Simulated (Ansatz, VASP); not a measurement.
# H2CClF: VASP beside Ansatz, part 2 of 2

Wanted: the spread between two codes on one cell, functional and k mesh. The cell is taken from a series of runs on this material, whose earlier steps may have relaxed, scaled, displaced or heated it; both programs get it as it stands.

VASP 6.6.1 and Ansatz 0.2.0.

So far: Set-up; Ansatz: G0W0 gap, PBE.

## Step 3: VASP: G0W0 gap, PBE

Level of this step: G0W0 on PBE; plane waves and PAW (H_GW, C_GW, Cl_GW, F_GW) (VASP).

The same cell, functional and mesh now go to VASP, with its own data sets.

Lines of VASP's logs that name or quote its potential files are left out, and so is its time.

The run reads the wave functions of an earlier VASP run, which isn't shown here.

INCAR reads:

```
SYSTEM = H2CClF
PREC = Accurate
ENCUT = 520
ISMEAR = 0
SIGMA = 0.01
LREAL = .FALSE.
GGA = PE
NBANDS = 528
ALGO = EVGW0
NELMGW = 1
ENCUTGW = 140
NOMEGA = 64
PRECFOCK = Fast
NBANDSGW = 32
LWAVE = .FALSE.
LCHARG = .FALSE.
```

POSCAR reads:

```
H2CClF
1.0
    5.0206000000      0.0000000000      0.0000000000
    0.0000000000      4.1477000000      0.0000000000
   -2.1143188253      0.0000000000      6.6860002262
H C Cl F
4 2 2 2
Direct
    0.2735707245      0.3889461892      0.1550007486
    0.7264292755      0.8889461892      0.8449992514
    0.5663799543      0.1189996532      0.2702605248
    0.4336200457      0.6189996532      0.7297394752
    0.3420764184      0.1416075453      0.1957271982
    0.6579235816      0.6416075453      0.8042728018
    0.1633127779      0.9980651252      0.3643053544
    0.8366872221      0.4980651252      0.6356946456
    0.2704493145      0.9528814871      0.0254621333
    0.7295506855      0.4528814871      0.9745378667
```

KPOINTS reads:

```
Automatic mesh
0
Gamma
4 4 2
0 0 0
```

Potentials, in the order of the species: H_GW, C_GW, Cl_GW and F_GW (PBE family, release 64).

Run with:

```
> mpirun -np 8 vasp_std
```

Numbers of over 12 decimals in the logs are rounded to 6 here.

The program printed:

```text
[banner, memory and clock lines left out]
running    8 mpi-ranks, on    1 nodes
 distrk:  each k-point on    8 cores,    1 groups
 distr:  one band on    1 cores,    8 groups

 POSCAR found type information on POSCAR H C ClF
 POSCAR found :  4 types and      10 ions
|                                                                             |
|           W    W    AA    RRRRR   N    N  II  N    N   GGGG   !!!           |
|           W    W   A  A   R    R  NN   N  II  NN   N  G    G  !!!           |
|           W    W  A    A  R    R  N N  N  II  N N  N  G       !!!           |
|           W WW W  AAAAAA  RRRRR   N  N N  II  N  N N  G  GGG   !            |
|           WW  WW  A    A  R   R   N   NN  II  N   NN  G    G                |
|           W    W  A    A  R    R  N    N  II  N    N   GGGG   !!!           |
|                                                                             |
|     For optimal performance we recommend to set                             |
|       NCORE = 2 up to number-of-cores-per-socket                            |
|     NCORE specifies how many cores store one orbital (NPAR=cpu/NCORE).      |
|     This setting can greatly improve the performance of VASP for DFT.       |
|     The default, NCORE=1 might be grossly inefficient on modern             |
|     multi-core architectures or massively parallel machines. Do your        |
|     Unfortunately you need to use the default for GW and RPA                |
|     calculations (for HF NCORE is supported but not extensively tested      |
|     yet).                                                                   |
|                                                                             |

|                                                                             |
|           W    W    AA    RRRRR   N    N  II  N    N   GGGG   !!!           |
|           W    W   A  A   R    R  NN   N  II  NN   N  G    G  !!!           |
|           W    W  A    A  R    R  N N  N  II  N N  N  G       !!!           |
|           W WW W  AAAAAA  RRRRR   N  N N  II  N  N N  G  GGG   !            |
|           WW  WW  A    A  R   R   N   NN  II  N   NN  G    G                |
|           W    W  A    A  R    R  N    N  II  N    N   GGGG   !!!           |
|                                                                             |
|     The default for ENCUTGWSOFT is different in this version of VASP.       |
|     please manually set ENCUTGWSOFT =140 in the INCAR file.                 |
|                                                                             |

 LDA part: xc-table for (Slater+PW92), standard interpolation
 found WAVECAR, reading the header
 POSCAR, INCAR and KPOINTS ok, starting setup
 FFT: planning ... GRIDC
 FFT: planning ... GRID_SOFT
 FFT: planning ... GRID
 reading WAVECAR
 the WAVECAR file was read successfully
 initial charge from wavefunction
 available memory per node:     34.81 GB, setting MAXMEM to     35642

 The Fermi energy was updated, please check that it is located mid-gap
 values below the HOMO (VB) or above the LUMO (CB) will cause erroneous energies
 E-fermi :   0.9477

 calculate exact exchange contribution
 the WAVEDER file was read successfully
energies w=
    0.000    0.000    0.612    0.000    1.224    0.000    1.832    0.000
    2.436    0.000    3.036    0.000    3.629    0.000    4.216    0.000
    4.796    0.000    5.368    0.000    5.932    0.000    6.488    0.000
    7.037    0.000    7.578    0.000    8.113    0.000    8.641    0.000
    9.164    0.000    9.682    0.000   10.196    0.000   10.707    0.000
   11.216    0.000   11.724    0.000   12.232    0.000   12.741    0.000
   13.252    0.000   13.767    0.000   14.287    0.000   14.814    0.000
   15.348    0.000   15.892    0.000   16.448    0.000   17.017    0.000
   17.602    0.000   18.204    0.000   18.828    0.000   19.474    0.000
   20.148    0.000   20.852    0.000   21.591    0.000   22.370    0.000
   23.194    0.000   24.069    0.000   25.004    0.000   26.007    0.000
   27.088    0.000   28.260    0.000   29.538    0.000   30.940    0.000
   32.488    0.000   34.211    0.000   36.141    0.000   38.324    0.000
   40.816    0.000   43.689    0.000   47.044    0.000   51.013    0.000
   55.785    0.000   61.631    0.000   68.957    0.000   78.401    0.000
   91.025    0.000  108.732    0.000  135.322    0.000  179.616    0.000
 responsefunction array rank=     536
 LDA part: xc-table for (Slater+PW92), standard interpolation

 min. memory requirement per mpi rank    650.6 MB, per node   5204.6 MB

 allocating   8 responsefunctions rank=   536
 shmem allocating  64 responsefunctions rank=   536
 response function shared by NCSHMEM nodes    1
 Doing            8  frequencies on each core in blocks of           64
NQ=   1    0.0000    0.0000    0.0000,
|.........|.........|.........|.........|.........|.........|.........|.........
 performed       1258000 updates of chi_q(r,r)
 total number of BLAS operations       2753.88 Gflops
NQ=   2    0.2500    0.0000   -0.0000,
|.........|.........|.........|.........|.........|.........|.........|.........
 performed       2854000 updates of chi_q(r,r)
 total number of BLAS operations       6114.90 Gflops
NQ=   3    0.5000    0.0000   -0.0000,
|.........|.........|.........|.........|.........|.........|.........|.........
 performed       4112000 updates of chi_q(r,r)
 total number of BLAS operations       8774.82 Gflops
NQ=   4    0.0000    0.2500    0.0000,
|.........|.........|.........|.........|.........|.........|.........|.........
 performed       5573000 updates of chi_q(r,r)
 total number of BLAS operations      11887.34 Gflops
NQ=   5    0.2500    0.2500   -0.0000,
|.........|.........|.........|.........|.........|.........|.........|.........
 performed       7304000 updates of chi_q(r,r)
 total number of BLAS operations      15763.89 Gflops
NQ=   6    0.5000    0.2500   -0.0000,
|.........|.........|.........|.........|.........|.........|.........|.........
 performed       8765000 updates of chi_q(r,r)
 total number of BLAS operations      18998.23 Gflops
NQ=   7    0.0000    0.5000    0.0000,
|.........|.........|.........|.........|.........|.........|.........|.........
 performed      10023000 updates of chi_q(r,r)
 total number of BLAS operations      21847.70 Gflops
NQ=   8    0.2500    0.5000   -0.0000,
|.........|.........|.........|.........|.........|.........|.........|.........
 performed      11619000 updates of chi_q(r,r)
 total number of BLAS operations      25489.53 Gflops
NQ=   9    0.5000    0.5000   -0.0000,
|.........|.........|.........|.........|.........|.........|.........|.........
 performed      12877000 updates of chi_q(r,r)
 total number of BLAS operations      28296.31 Gflops
NQ=  10    0.0000    0.0000    0.5000,
|.........|.........|.........|.........|.........|.........|.........|.........
 performed      14135000 updates of chi_q(r,r)
 total number of BLAS operations      31018.69 Gflops
NQ=  11    0.2500    0.0000    0.5000,
|.........|.........|.........|.........|.........|.........|.........|.........
 performed      15731000 updates of chi_q(r,r)
 total number of BLAS operations      34275.70 Gflops
NQ=  12    0.5000    0.0000    0.5000,
|.........|.........|.........|.........|.........|.........|.........|.........
 performed      16989000 updates of chi_q(r,r)
 total number of BLAS operations      37040.12 Gflops
NQ=  13    0.0000    0.2500    0.5000,
|.........|.........|.........|.........|.........|.........|.........|.........
 performed      18450000 updates of chi_q(r,r)
 total number of BLAS operations      40249.91 Gflops
NQ=  14    0.2500    0.2500    0.5000,
|.........|.........|.........|.........|.........|.........|.........|.........
 performed      20181000 updates of chi_q(r,r)
 total number of BLAS operations      44039.02 Gflops
NQ=  15    0.5000    0.2500    0.5000,
|.........|.........|.........|.........|.........|.........|.........|.........
 performed      21642000 updates of chi_q(r,r)
 total number of BLAS operations      47273.36 Gflops
NQ=  16    0.0000    0.5000    0.5000,
|.........|.........|.........|.........|.........|.........|.........|.........
 performed      22900000 updates of chi_q(r,r)
 total number of BLAS operations      49954.01 Gflops
NQ=  17    0.2500    0.5000    0.5000,
|.........|.........|.........|.........|.........|.........|.........|.........
 performed      24496000 updates of chi_q(r,r)
 total number of BLAS operations      53514.46 Gflops
NQ=  18    0.5000    0.5000    0.5000,
|.........|.........|.........|.........|.........|.........|.........|.........
 performed      25754000 updates of chi_q(r,r)
 total number of BLAS operations      56236.83 Gflops
 resolving degeneracies of screened two electron integrals

 calculate QP shifts <psi_nk| G(iteration)W_0 |psi_nk>: iteration 1
 entering main loop
```

OUTCAR, selected parts (step 3):

```text
ion  position               nearest neighbor table
   1  0.274  0.389  0.155-   5 1.09
   2  0.726  0.889  0.845-   6 1.09
   3  0.566  0.119  0.270-   5 1.09
   4  0.434  0.619  0.730-   6 1.09
   5  0.342  0.142  0.196-   1 1.09   3 1.09   9 1.38   7 1.79
   6  0.658  0.642  0.804-   2 1.09   4 1.09  10 1.38   8 1.79
   7  0.163  0.998  0.364-   5 1.79
   8  0.837  0.498  0.636-   6 1.79
   9  0.270  0.953  0.025-   5 1.38
  10  0.730  0.453  0.975-   6 1.38

  LATTYP: Found a simple monoclinic cell.
 ALAT       =     5.0206000000
 B/A-ratio  =     0.8261363184
 C/A-ratio  =     1.3967139783
 COS(beta)  =    -0.3015139258

 Subroutine GETGRP returns: Found  2 space group operations
 (whereof  1 operations were pure point group operations)

The static configuration has the point symmetry C_1 .
 The point group associated with its full space group is C_2 .

 Found     18 irreducible k-points:

   k-points           NKPTS =     18   k-points in BZ     NKDIM =     32   number of bands    NBANDS=    528

   dimension x,y,z NGX =    40 NGY =   32 NGZ =   54
   dimension x,y,z NGXF=    80 NGYF=   64 NGZF=  108

   ENCUT  =  520.0 eV  38.22 Ry    6.18 a.u.   9.33  7.71 13.04*2*pi/ulx,y,z

   NELECT =      40.0000    total number of electrons

  energy-cutoff  :      520.00
  volume of cell :      139.23
      direct lattice vectors                 reciprocal lattice vectors
     5.020600000  0.000000000  0.000000000     0.199179381  0.000000000  0.062986644
     0.000000000  4.147700000  0.000000000     0.000000000  0.241097476  0.000000000
    -2.114318825  0.000000000  6.686000226     0.000000000  0.000000000  0.149566253

 k-points in reciprocal lattice and weights: Automatic mesh
   0.00000000  0.00000000  0.00000000       0.031
   0.25000000  0.00000000 -0.00000000       0.062
   0.50000000  0.00000000 -0.00000000       0.031
   0.00000000  0.25000000  0.00000000       0.062
   0.25000000  0.25000000 -0.00000000       0.125
   0.50000000  0.25000000 -0.00000000       0.062
   0.00000000  0.50000000  0.00000000       0.031
   0.25000000  0.50000000 -0.00000000       0.062
   0.50000000  0.50000000 -0.00000000       0.031
[...]
0.25000000  0.50000000  0.50000000       0.062
   0.50000000  0.50000000  0.50000000       0.031

 E-fermi :   0.9477

 QP shifts <psi_nk| G(iteration)W_0 |psi_nk>: iteration 1
 for sc-GW calculations column KS-energies equals QP-energies in previous step
 and V_xc(KS)=  KS-energies - (<T + V_ion + V_H > + <T+V_H+V_ion>^1  + <V_x>^1)
 k-point   1 :       0.0000    0.0000    0.0000
  band No.  KS-energies  QP-energies   sigma(KS)   V_xc(KS)     V^pw_x(r,r')   Z            occupation Imag(sigma)
    ...
     17      -2.7849      -5.0752     -17.4737     -14.6382     -19.4804       0.8077       2.0000       0.0496
     18      -2.7551      -5.0163     -17.5597     -14.7522     -19.6382       0.8054       2.0000       0.0506
     19      -2.7182      -5.0372     -16.9827     -14.1065     -18.9285       0.8062       2.0000       0.0508
     20      -2.3269      -4.5968     -17.2727     -14.4674     -19.1339       0.8092       2.0000       0.0468
     21       4.2825       6.2416     -10.5690     -12.9247      -7.2448       0.8317       0.0000      -0.0570
     22       4.5432       6.5526     -10.6224     -13.0454      -7.2099       0.8293       0.0000      -0.0603
     23       4.9582       6.2476      -7.9676      -9.4701      -4.8526       0.8582       0.0000      -0.0539
     24       6.0385       7.8956     -10.2064     -12.4212      -6.8104       0.8385       0.0000      -0.0637
    ...

 k-point   2 :       0.2500    0.0000   -0.0000
  band No.  KS-energies  QP-energies   sigma(KS)   V_xc(KS)     V^pw_x(r,r')   Z            occupation Imag(sigma)
    ...
     17      -2.7415      -4.9906     -17.8273     -15.0364     -19.9182       0.8059       2.0000       0.0504
     18      -2.6711      -4.9083     -17.4887     -14.7172     -19.4656       0.8072       2.0000       0.0489
     19      -2.4597      -4.7610     -17.2395     -14.3972     -19.1535       0.8096       2.0000       0.0483
     20      -2.2447      -4.5356     -17.4171     -14.5943     -19.2994       0.8116       2.0000       0.0465
     21       4.0690       5.9389     -10.3521     -12.5956      -7.0290       0.8335       0.0000      -0.0563
     22       4.4998       6.3452      -9.9231     -12.1287      -6.6374       0.8366       0.0000      -0.0575
     23       5.2569       6.9560      -9.3417     -11.3442      -6.0346       0.8485       0.0000      -0.0587
     24       5.8288       7.4879      -9.0069     -10.9716      -5.6309       0.8445       0.0000      -0.0615
    ...

 k-point   3 :       0.5000    0.0000   -0.0000
  band No.  KS-energies  QP-energies   sigma(KS)   V_xc(KS)     V^pw_x(r,r')   Z            occupation Imag(sigma)
    ...
     17      -2.7248      -4.9634     -17.7607     -14.9826     -19.8229       0.8058       2.0000       0.0502
     18      -2.6120      -4.8344     -17.5619     -14.8068     -19.5468       0.8067       2.0000       0.0488
     19      -2.2411      -4.5268     -17.6777     -14.8670     -19.5929       0.8132       2.0000       0.0461
     20      -2.0800      -4.3489     -17.5562     -14.7643     -19.4041       0.8127       2.0000       0.0457
     21       3.9322       5.8097     -10.3565     -12.6085      -7.0104       0.8337       0.0000      -0.0561
     22       4.6879       6.6802     -10.5327     -12.9381      -7.1459       0.8283       0.0000      -0.0605
     23       4.9860       6.5074      -8.5509     -10.3244      -5.3849       0.8579       0.0000      -0.0558
     24       5.9138       7.7854      -9.8524     -12.0743      -6.3961       0.8423       0.0000      -0.0631
    ...

 k-point   4 :       0.0000    0.2500    0.0000
  band No.  KS-energies  QP-energies   sigma(KS)   V_xc(KS)     V^pw_x(r,r')   Z            occupation Imag(sigma)
    ...
     17      -2.8782      -5.1639     -17.3351     -14.4988     -19.3445       0.8059       2.0000       0.0503
     18      -2.8121      -5.0773     -17.7484     -14.9370     -19.8660       0.8057       2.0000       0.0510
     19      -2.6080      -4.9359     -17.2157     -14.3381     -19.1918       0.8090       2.0000       0.0498
     20      -2.2945      -4.5785     -17.6531     -14.8367     -19.5941       0.8110       2.0000       0.0470
     21       4.2245       6.1239     -10.3816     -12.6595      -7.0972       0.8338       0.0000      -0.0562
     22       4.5558       6.6208     -10.8645     -13.3614      -7.4115       0.8270       0.0000      -0.0608
     23       5.2783       6.8469      -8.8349     -10.6804      -5.5491       0.8500       0.0000      -0.0577
     24       6.2236       8.2778     -10.7221     -13.1819      -7.1816       0.8351       0.0000      -0.0669
    ...

[... 4 further parts left out ...]
```

## Step 4: Side by side

Known differences besides the potentials themselves: fixed occupations in Ansatz, narrow Gaussian smearing in VASP; the cutoff is 420 eV in Ansatz and 520 eV in VASP; VASP leaves aspherical gradient terms in its spheres out (LASPH is not set), Ansatz keeps them; Ansatz integrates over frequency by contour deformation, VASP on a grid of NOMEGA points. Total energies have different zeros and are not compared.

Compared:

| quantity | Ansatz | VASP | difference |
| --- | --- | --- | --- |
| G0W0 gap on the mesh (eV) | 10.06 | 10.12 | -0.05 |
| Kohn-Sham gap under it (eV) | 5.98 | 5.97 | +0.01 |

## Step 5: Summary of results

* difference in G0W0 gap on the mesh (G0W0 gap, PBE): -0.054 eV

What this shows: The difference in G0W0 gap on the mesh is -0.054 eV (G0W0 gap, PBE). How closely two codes agree says nothing of how well the functional describes the real material.

[Lines on the potential files, build, host, timing and source positions are cut from VASP's logs without a mark.]

[Logs are printed without paths, hosts, clocks, repeated set-up lines and the standing remarks that a program may print on its own settings, such as how far it seeks lower states.]

[Hosts, paths, dates, database ids (printed as entryN), source tags and the programs' standing remarks are cut or masked in the printed files.]
